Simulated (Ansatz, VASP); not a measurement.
# Cross-check of MgO (MgO (Fm-3m)) between VASP and Ansatz

Aim: how closely do two programs agree when they are given the same cell, functional and k mesh? The cell is taken from a series of runs on this material, whose earlier steps may have relaxed, scaled, displaced or heated it; both programs get it as it stands.

Main program and level: Ansatz 0.2.0; plane waves, with VASP 6.6.1 beside it; HSE06.

## Step 1: Starting point

The structure is cubic, space group Fm-3m (No. 225). The conventional cell has a = 4.214 Å, b = 4.214 Å, c = 4.214 Å, α = 90.00°, β = 90.00°, γ = 90.00°. Mg has 6 O at 2.11 Å nearest. Nearest to O lie 6 Mg at 2.11 Å. Farther neighbours and most contacts between anions are not listed.

Structure file:

```cif
data_structure
_symmetry_space_group_name_H-M 'P 1'
_symmetry_Int_Tables_number 1
_cell_length_a 2.9798
_cell_length_b 2.9798
_cell_length_c 2.9798
_cell_angle_alpha 60.000
_cell_angle_beta 60.000
_cell_angle_gamma 60.000
_cell_volume 18.71
loop_
_atom_site_label
_atom_site_type_symbol
_atom_site_fract_x
_atom_site_fract_y
_atom_site_fract_z
_atom_site_occupancy
Mg1 Mg 0.00000 0.00000 0.00000 1
O2 O 0.50000 0.50000 0.50000 1
```

## Step 2: VASP: single point, HSE06

With cell and atoms fixed, the geometry can't cause a difference; cores, projectors, grids and the points listed under the comparison can.

Lines of VASP's logs that name or quote its potential files are left out, and so is its time.

The run reads the wave functions of an earlier VASP run, which isn't shown here.

The input, INCAR:

```
SYSTEM = MgO
PREC = Accurate
ENCUT = 520
EDIFF = 1E-06
NELM = 100
ISMEAR = 0
SIGMA = 0.01
LREAL = .FALSE.
ALGO = Normal
LHFCALC = .TRUE.
AEXX = 0.25
GGA = PE
HFSCREEN = 0.208
LASPH = .TRUE.
NBANDS = 10
PRECFOCK = Fast
LORBIT = 11
LWAVE = .FALSE.
LCHARG = .FALSE.
KPAR = 4
ISIF = 2
```

The input, POSCAR:

```
MgO
1.0
    0.0000000000      2.1070288100      2.1070288100
    2.1070288100      0.0000000000      2.1070288100
    2.1070288100      2.1070288100      0.0000000000
Mg O
1 1
Direct
    0.0000000000      0.0000000000      0.0000000000
    0.5000000000      0.5000000000      0.5000000000
```

The input, KPOINTS:

```
Automatic mesh
0
Gamma
4 4 4
0 0 0
```

The projector-augmented-wave data sets are Mg and O (PBE family, release 64).

Run with:

```console
$ mpirun -np 4 vasp_std
```

Numbers of over 12 decimals in the logs are rounded to 6 here.

Output:

```text
[banner, memory and clock lines left out]
running    4 mpi-ranks, on    1 nodes
 distrk:  each k-point on    1 cores,    4 groups
 distr:  one band on    1 cores,    1 groups

 POSCAR found type information on POSCAR MgO
 POSCAR found :  2 types and       2 ions
 LDA part: xc-table for (Slater+PW92), standard interpolation
 found WAVECAR, reading the header
 POSCAR, INCAR and KPOINTS ok, starting setup
 FFT: planning ... GRIDC
 FFT: planning ... GRID_SOFT
 FFT: planning ... GRID
 reading WAVECAR
 the WAVECAR file was read successfully
 initial charge from wavefunction
 entering main loop
       N       E                     dE             d eps       ncg     rms          rms(c)
DAV:   1    -0.141997290627E+02   -0.14200E+02   -0.33223E-01   160   0.405E+00    0.286E-01
DAV:   2    -0.142010178188E+02   -0.12888E-02   -0.23283E-03   166   0.425E-01    0.200E-01
DAV:   3    -0.142005605329E+02    0.45729E-03   -0.37771E-04   162   0.122E-01    0.128E-01
DAV:   4    -0.142004180802E+02    0.14245E-03   -0.56993E-05   160   0.734E-02    0.774E-02
DAV:   5    -0.142003673660E+02    0.50714E-04   -0.17883E-05   160   0.523E-02    0.442E-02
DAV:   6    -0.142003510280E+02    0.16338E-04   -0.63550E-06   160   0.305E-02    0.253E-02
DAV:   7    -0.142003455881E+02    0.54399E-05   -0.22298E-06   160   0.169E-02    0.149E-02
DAV:   8    -0.142003438884E+02    0.16997E-05   -0.85492E-07    80   0.102E-02    0.894E-03
DAV:   9    -0.142003432942E+02    0.59425E-06   -0.31415E-07    80   0.670E-03
   1 F= -.14200343E+02 E0= -.14200343E+02  d E =-.448586E-41
```

OUTCAR, selected parts (step 2):

```text
ion  position               nearest neighbor table
   1  0.000  0.000  0.000-   2 2.11   2 2.11   2 2.11   2 2.11   2 2.11   2 2.11
   2  0.500  0.500  0.500-   1 2.11   1 2.11   1 2.11   1 2.11   1 2.11   1 2.11

  LATTYP: Found a face centered cubic cell.
 ALAT       =     4.2140576200

 Subroutine GETGRP returns: Found 48 space group operations
 (whereof 48 operations were pure point group operations)

The static configuration has the point symmetry O_h .

 Found      8 irreducible k-points:

   k-points           NKPTS =      8   k-points in BZ     NKDIM =     64   number of bands    NBANDS=     10

   dimension x,y,z NGX =    24 NGY =   24 NGZ =   24
   dimension x,y,z NGXF=    48 NGYF=   48 NGZF=   48

   ENCUT  =  520.0 eV  38.22 Ry    6.18 a.u.   5.54  5.54  5.54*2*pi/ulx,y,z

   NELECT =       8.0000    total number of electrons

 k-points in reciprocal lattice and weights: Automatic mesh
   0.00000000  0.00000000  0.00000000       0.016
   0.25000000  0.00000000  0.00000000       0.125
   0.50000000  0.00000000  0.00000000       0.062
   0.25000000  0.25000000  0.00000000       0.094
   0.50000000  0.25000000  0.00000000       0.375
  -0.25000000  0.25000000  0.00000000       0.188
   0.50000000  0.50000000  0.00000000       0.047
  -0.25000000  0.50000000  0.25000000       0.094

  exchange ACFDT corr.  =         0.00000000  see jH, gK, PRB 81, 115126

 average (electrostatic) potential at core
       1 -30.8087       2 -63.4216

 E-fermi :   2.0290

 k-point     1 :       0.0000    0.0000    0.0000
  band No.  band energies     occupation
      1     -16.8736      2.00000
      2       1.9358      2.00000
      3       1.9358      2.00000
      4       1.9358      2.00000
      5       8.3722      0.00000
      6      19.6750      0.00000
      7      19.6750      0.00000
      8      19.6750      0.00000
      9      23.5994      0.00000
    ...

 k-point     2 :       0.2500    0.0000    0.0000
  band No.  band energies     occupation
      1     -16.2576      2.00000
      2      -0.8596      2.00000
      3       1.5675      2.00000
      4       1.5675      2.00000
      5      10.8195      0.00000
      6      16.4758      0.00000
      7      20.5826      0.00000
      8      20.5826      0.00000
      9      24.1785      0.00000
    ...

 k-point     3 :       0.5000    0.0000    0.0000
  band No.  band energies     occupation
      1     -15.5301      2.00000
      2      -2.9831      2.00000
      3       1.2273      2.00000
      4       1.2273      2.00000
      5      11.5971      0.00000
      6      16.7821      0.00000
      7      20.2331      0.00000
      8      20.2331      0.00000
      9      24.9407      0.00000
    ...

  Total       -0.2087824     -0.2087824     -0.2087824     -0.0000000      0.0000000     -0.0000000
  in kB      -17.8798200    -17.8798200    -17.8798200     -0.0000000      0.0000000     -0.0000000
  external PRESSURE =     -17.8798200 kB  Pullay stress =       0.0000000 kB

  energy-cutoff  :      520.00
  volume of cell :       18.71
      direct lattice vectors                 reciprocal lattice vectors
     0.000000000  2.107028810  2.107028810    -0.237300979  0.237300979  0.237300979
     2.107028810  0.000000000  2.107028810     0.237300979 -0.237300979  0.237300979
     2.107028810  2.107028810  0.000000000     0.237300979  0.237300979 -0.237300979

 POSITION                                       TOTAL-FORCE (eV/Angst)
 -----------------------------------------------------------------------------------
      0.00000      0.00000      0.00000        -0.000000      0.000000      0.000000
      2.10703      2.10703      2.10703         0.000000     -0.000000     -0.000000
 -----------------------------------------------------------------------------------
    total drift:                               -0.000000     -0.000000     -0.000000

  FREE ENERGIE OF THE ION-ELECTRON SYSTEM (eV)
  ---------------------------------------------------
  free  energy   TOTEN  =       -14.2003432942 eV

  energy  without entropy=      -14.2003432942  energy(sigma->0) =      -14.20034329

 total charge
# of ion       s       p       d       tot
------------------------------------------
    1        0.143   0.177   0.077   0.397
    2        1.545   3.587   0.000   5.132
--------------------------------------------------
tot          1.689   3.763   0.077   5.529

[... 3 further parts left out ...]
```

The k-mesh is coarse for exact exchange; levels may shift by about 0.1 eV on a finer one.

## Step 3: Ansatz: single point, HSE06

Ansatz runs on its default PAW (the set named soft_2) files.

The same cell, functional and mesh now go to Ansatz.

The input, input.yaml:

```yaml
crystal:
  lattice:
    - [0.0, 2.10702881, 2.10702881]
    - [2.10702881, 0.0, 2.10702881]
    - [2.10702881, 2.10702881, 0.0]
  atoms:
    - { symbol: Mg, position: [0.0, 0.0, 0.0] }
    - { symbol: O, position: [0.5, 0.5, 0.5] }
basis:
  ecutwfc: 420.0
  ecutrho_ratio: 4
  xc_grid: 2
  fft_grid_basis: typed
  precision: f64
kpoints:
  mp_grid: { grid: [4, 4, 4] }
  band_path: { path: [VBM, CBM], npoints: 1 }
hamiltonian:
  xc: hse06
  pseudopotentials: { kind: paw }
scf:
  max_iter: 60
  occupations: { method: fixed }
output:
  forces: true
checkpoint:
  write: "../host.hyb.run"
  compress: false
  write_wavefunctions: true
  write_every: 100000
```

Run with:

```console
$ ansatz run input.yaml --threads 32 --pin off --max-ram 84787MiB --backend cuda --events-out ev --progress --plain --runs-dir out --max-vram 78GiB
```

Output:

```text
exact exchange: scf.exx.singularity resolves to wigner_seitz, which cuts the screened interaction at the faces of the exchange supercell's Wigner-Seitz cell, so that each pair interacts once, at the shortest of its separations (the periodic images that this leaves out come, for a point-like exchange hole, to about 0.002 eV on a filled level). The cut falls within the interaction's reach, and what an exchange supercel
Engine: ansatz 0.2.0, aarch64-unknown-linux-gnu
Pseudopotentials: kind: paw
Pseudopotential: Mg, paw, valence charge 10, recommended cutoff 420 eV (normal), Mg.paw.azcp
Pseudopotential: O, paw, valence charge 6, recommended cutoff 420 eV (normal), O.paw.azcp
Functional definition: HSE06
  parameter a = 0.25
  parameter omega = 0.11/bohr
  exchange = pbe_x - a*pbe_x_sr(omega) + a*exact_x_sr(omega)
  correlation = pbe_c
davidson cushion auto → on  (no smearing: the cushion is to keep the highest requested band from converging to the state above it; pin scf.eigensolver.cushion to override)
device memory: the entry about to start is reckoned to put 1.6 GiB on a device that reports 165.0 GiB free (of which the cap on the GPU budget leaves the run 78.0 GiB)
GPU FFT provider: cuFFT
GPU libraries: cuBLAS 13.8.1, cuFFT 12.4.0, cuSOLVER 12.3.2
Crystal: 2 atoms, lattice volume = 18.709 Å³
Basis set: ecut = 420 eV, 339 PW (Γ), exchange–correlation on 40×40×40 points (8 copies of the dense FFT grid, shifted against one another)
Bands: 12, of which v1, the nominal top of the filled ones, is band 8 counted from 1 (7 counted from 0)
Symmetry: 48 space group operations
Space group: Fm-3m (ITA 225), of the structure as read, at distance tolerance 2.7e-5 Å
k-points: 8 of 64
Non-local potential: Mg, projectors of the file, l = 0: 3, l = 1: 2, l = 2: 1
Non-local potential: O, projectors of the file, l = 0: 2, l = 1: 2, l = 2: 1
PAW form: soft (Blöchl's): semilocal exchange-correlation on the pseudo side does not see the compensation charge
PAW frozen core: Mg, regenerated for the run's functional, and the local potential with it (the file was generated under x = pbe(κ = 0.804, μ = 0.219515), c = pbe(β = 0.066725))
PAW frozen core: O, regenerated for the run's functional, and the local potential with it (the file was generated under x = pbe(κ = 0.804, μ = 0.219515), c = pbe(β = 0.066725))
PAW one-centre angular grid: Mg, 110 points (default); XC on 96 Gauss nodes
PAW one-centre angular grid: O, 110 points (default); XC on 96 Gauss nodes
Initial density: superposition of atomic densities (neutral atoms: chi_scale 0, normalization atom), corrected by the library's trained network
Initial wavefunctions: pseudopotential atomic-orbital guess
GPU buffer pool allocated for 8000 grid points (all kernels)
GPU transforms: local potential and band sums: pruned to the plane-wave sphere, on 20×20×20
Functional: x = pbe(κ = 0.804, μ = 0.219515), c = pbe(β = 0.066725), warm-up for x = pbe(κ = 0.804, μ = 0.219515) + 0.25 (exact − pbe) at short range (hse, ω = 0.207870 Å⁻¹), c = pbe(β = 0.066725); HSE06 as pw.x's `hse` composes it (authors' and Libxc's form: `xc: wpbeh`)
SCF iter   1: F=—  HF=-2494.119727 eV  |Δ(HF+E_count)|=         —  Δρ=7.89e-4  dr2=7.21e-5  Hψ=692
preconditioner: auto → none  [insulator: Δε(μ)=4.727 eV  Ē_g=18.558 eV  n_scr=8 (ndim 8)  ℏωp=24.3 eV  f_vac=0.000]
SCF iter   2: F=-2494.119866 eV  HF=-2494.119838 eV  |Δ(HF+E_count)|=   1.12e-4  Δρ=4.76e-4  dr2=1.74e-5  Hψ=302
SCF 1 stopped early in 2 iterations: F = -2494.119866 eV  dr2 = 1.74e-5
  greatest PAW one-centre occupation: 1.000 electrons in one spin orbital (limit 2), on the Mg atom at site 0 (counted from 0), in its partial waves of l = 0
device memory: the entry about to start is reckoned to put 1.9 GiB on a device that reports 164.9 GiB free (of which the cap on the GPU budget leaves the run 78.0 GiB)
GPU FFT provider: cuFFT
GPU libraries: cuBLAS 13.8.1, cuFFT 12.4.0, cuSOLVER 12.3.2
Initial density: handed on by an earlier stage of this run
Initial wavefunctions: those handed on with the density
GPU buffer pool allocated for 8000 grid points (all kernels)
GPU transforms: local potential and band sums: pruned to the plane-wave sphere, on 20×20×20
Functional: x = pbe(κ = 0.804, μ = 0.219515) + 0.25 (exact − pbe) at short range (hse, ω = 0.207870 Å⁻¹), c = pbe(β = 0.066725); HSE06 as pw.x's `hse` composes it (authors' and Libxc's form: `xc: wpbeh`)
Exchange kernel: α = 0.2500, screened, ω = 0.2079 Å⁻¹, Wigner–Seitz truncation, v(0) = 946.1872 eV·Å³, q-mesh 4×4×4, nearest image of the exchange supercell L = 11.92 Å, pair-density grid 12×12×12, without the augmentation charges, whose exchange is taken in its separable form by FFT convolution over the k-point mesh (sized by the pseudopotential files, 18×18×18 at the most), smooth part of the exact exchange by dens
Frozen-core exchange: fock
SCF iter   1: F=—  HF=-2494.337531 eV  |Δ(HF+E_count)|=         —  Δρ=7.94e-3  dr2=5.74e-3  Hψ=444
preconditioner: auto → none  [insulator: Δε(μ)=6.445 eV  Ē_g=21.075 eV  n_scr=8 (ndim 8)  ℏωp=24.3 eV  f_vac=0.000]
SCF iter   2: F=—  HF=-2494.335244 eV  |Δ(HF+E_count)|=   2.29e-3  Δρ=3.81e-3  dr2=1.43e-3  Hψ=320
SCF iter   3: F=—  HF=-2494.334922 eV  |Δ(HF+E_count)|=   3.22e-4  Δρ=9.64e-4  dr2=5.07e-4  Hψ=317
SCF iter   4: F=—  HF=-2494.337904 eV  |Δ(HF+E_count)|=   2.98e-3  Δρ=7.15e-4  dr2=7.94e-5  Hψ=310
iter 5 solved again at ethr=5.95e-9 eV; its pass at ethr=4.53e-7 eV (dr2=9.53e-7 eV) is discarded
SCF iter   5: F=-2494.337886 eV  HF=-2494.337885 eV  |Δ(HF+E_count)|=   1.82e-5  Δρ=1.15e-4  dr2=2.64e-6  Hψ=473
SCF 2 stopped early in 5 iterations: F = -2494.337886 eV  dr2 = 2.64e-6
hybrid outer 1: dexx = +3.312e-3 eV, tail = 3.74e-5 eV
GPU FFT provider: cuFFT
GPU libraries: cuBLAS 13.8.1, cuFFT 12.4.0, cuSOLVER 12.3.2
GPU buffer pool allocated for 8000 grid points (all kernels)
GPU transforms: local potential and band sums: pruned to the plane-wave sphere, on 20×20×20
Exchange kernel: α = 0.2500, screened, ω = 0.2079 Å⁻¹, Wigner–Seitz truncation, v(0) = 946.1872 eV·Å³, q-mesh 4×4×4, nearest image of the exchange supercell L = 11.92 Å, pair-density grid 12×12×12, without the augmentation charges, whose exchange is taken in its separable form by FFT convolution over the k-point mesh (sized by the pseudopotential files, 18×18×18 at the most), smooth part of the exact exchange by dens
Frozen-core exchange: fock
SCF iter   1: F=—  HF=-2494.337873 eV  |Δ(HF+E_count)|=         —  Δρ=1.03e-4  dr2=8.69e-7  Hψ=224
preconditioner: auto → none  [insulator: Δε(μ)=6.476 eV  Ē_g=21.069 eV  n_scr=8 (ndim 8)  ℏωp=24.3 eV  f_vac=0.000]
SCF iter   2: F=-2494.337873 eV  HF=-2494.337873 eV  |Δ(HF+E_count)|=   4.02e-8  Δρ=1.01e-5  dr2=2.12e-8  Hψ=314
SCF 3 converged in 2 iterations: F = -2494.337873 eV  dr2 = 2.12e-8
  Residual-converged pass: ⟨swp⟩=3.0  Hψ=219  notcnv=0  max |occ|·‖R‖ = 6.5e-6 eV (tolerance 6.7e-6 eV)  dr2=2.12e-8  dr2_onsite=8.83e-10  max |Δocc| = 0.0e0
hybrid outer 2: dexx = +1.764e-7 eV, tail = 5.15e-8 eV, Δε = 2.33e-3 eV (about 1.94e-4 eV left of the loop's levels)
device memory: the entry about to start is reckoned to put 0.3 GiB on a device that reports 164.9 GiB free (of which the cap on the GPU budget leaves the run 78.0 GiB)
NSCF: frozen V_eff on 16 k-points, pencils in batches of 32, up to order 56
device memory: the entry about to start is reckoned to put 0.3 GiB on a device that reports 165.0 GiB free (of which the cap on the GPU budget leaves the run 78.0 GiB)
NSCF: frozen V_eff on 14 k-points, pencils in batches of 32, up to order 56
device memory: the entry about to start is reckoned to put 0.2 GiB on a device that reports 164.9 GiB free (of which the cap on the GPU budget leaves the run 78.0 GiB)
NSCF: frozen V_eff on 2 k-points
device memory: the entry about to start is reckoned to put 0.2 GiB on a device that reports 164.9 GiB free (of which the cap on the GPU budget leaves the run 78.0 GiB)
NSCF: frozen V_eff on 2 k-points
device memory: the entry about to start is reckoned to put 0.2 GiB on a device that reports 164.9 GiB free (of which the cap on the GPU budget leaves the run 78.0 GiB)
NSCF: frozen V_eff on 2 k-points
device memory: the entry about to start is reckoned to put 0.2 GiB on a device that reports 164.9 GiB free (of which the cap on the GPU budget leaves the run 78.0 GiB)
NSCF: frozen V_eff on 2 k-points
device memory: the entry about to start is reckoned to put 0.2 GiB on a device that reports 164.9 GiB free (of which the cap on the GPU budget leaves the run 78.0 GiB)
NSCF: frozen V_eff on 2 k-points
device memory: the entry about to start is reckoned to put 0.2 GiB on a device that reports 164.9 GiB free (of which the cap on the GPU budget leaves the run 78.0 GiB)
NSCF: frozen V_eff on 2 k-points
hybrid SCF converged: 2 outer / 7 inner (+2 warm-up), last move |dexx| = 1.76e-7 eV, tail = 5.15e-8 eV
Stability not checked: this state was not tested for a lower state beside it, because the functional holds exact exchange (a hybrid, or Hartree-Fock), whose exchange loop this test does not read (fock_operator; see scf.lower_state_search)
Free energy (F): -2494.337873 eV
Frozen-core exchange: fock
Harris-Foulkes:  -2494.337873 eV  (|F-HF|=7.07e-9)
Internal energy: -2494.337873 eV  (E = F + TS)
E sigma→0 (E₀):  -2494.337873 eV
Fermi energy:    6.871227 eV
--- Per-component energies (eV) ---
  E_band       = -340.221932
  E_kinetic    = 256.843324
  E_local      = -1603.730313  (includes V_loc(G=0)·N_el)
  E_nonlocal   = 141.083517
  E_hartree    = 555.699310
  E_xc         = -84.859508
  E_vxc        = -107.744663  (∫ρ·V_xc dr)
  E_exx        = -71.496685  (= α·E_x^exact, valence–valence)
  E_paw        = -399.062380  (= ΣΔE_a)
  E_vpaw       = 4.915843  (= ΣTr[D̂ρ^β])
  E_aug_tail   = 0.002499  (compensation charges beyond the density's cutoff)
  E_ewald      = -1288.756096
  E_core_change = -0.061541  (= ΣΔE_core)
  E_smearing   = -0.000000  (= −TS)
  E_closure    = -0.000000  (closes the sum)
  Σ components = -2494.337873   (vs F -2494.337873, Δ=0.00e0)
--- Forces (eV/Å), atoms counted from 1 ---
  atom   1  Mg    -0.00000000     0.00000000    -0.00000000
  atom   2  O      0.00000000     0.00000000     0.00000000
  max |Σ_I F_I| component: 7.36e-30 eV/Å
--- Band table (eV; the first three rows and the last of 8) ---
  k-point 0: bands = ["-69.7757", "-34.6473", "-34.6473", "-34.6473", "-11.9294", "6.8712", "6.8712", "6.8712", "13.3486", "24.6414"]
  k-point 1: bands = ["-69.7715", "-34.6907", "-34.6511", "-34.6511", "-11.2951", "4.0854", "6.5037", "6.5037", "15.7908", "21.4292"]
  k-point 2: bands = ["-69.7672", "-34.7336", "-34.6549", "-34.6549", "-10.5497", "1.9660", "6.1641", "6.1641", "16.5619", "21.7477"]
  k-point 7: bands = ["-69.7642", "-34.6979", "-34.6979", "-34.6775", "-10.2511", "3.7352", "3.7352", "4.9892", "20.5340", "20.5340"]
  guard bands above this table: 2 of the run's 12 bands. The solve was not asked for them (output.publish_guard_bands: true or output.eigenvalues: true publishes all)
```

Reading the cycles: dr2 is the Hartree energy of the density residual (eV), the measure of convergence; HF is the Harris–Foulkes estimate of the energy, which meets the free energy F at convergence.

## Step 4: Comparison

Known differences besides the potentials themselves: exact exchange at q = 0 is treated differently, which shows on coarse meshes; VASP keeps PBE cores, Ansatz makes them for the functional; fixed occupations in Ansatz, narrow Gaussian smearing in VASP; the data sets hold 16 valence electrons in Ansatz (on its default PAW (the set named soft_2) files) and 8 in VASP; the cutoff is 420 eV in Ansatz and 520 eV in VASP; VASP takes a coarser grid for exact exchange (PRECFOCK = Fast). Total energies have different zeros and are not compared.

The two programs side by side:

| quantity | Ansatz | VASP | difference |
| --- | --- | --- | --- |
| gap on the k mesh (eV) | 6.477 | 6.436 | +0.041 |

A gap on the mesh is an upper bound, since the band edges may lie between its points.

## Step 5: Outcome

| Item | Value |
| --- | --- |
| difference in gap on the k mesh (single point, HSE06) | 0.041 eV |

What this shows: The difference in gap on the k mesh is 0.041 eV (single point, HSE06), within the 0.08 eV picked in this series as the mark of a large difference. The data sets hold unlike numbers of valence electrons (16 in Ansatz and 8 in VASP), so part of the differences may come from the potentials. How closely two codes agree says nothing of how well the functional describes the real material.

[Lines on the potential files, build, host, timing and source positions are cut from VASP's logs without a mark.]

[Logs are printed without paths, hosts, clocks, repeated set-up lines and the standing remarks that a program may print on its own settings, such as how far it seeks lower states.]

[Hosts, paths, dates, database ids (printed as entryN), source tags and the programs' standing remarks are cut or masked in the printed files.]
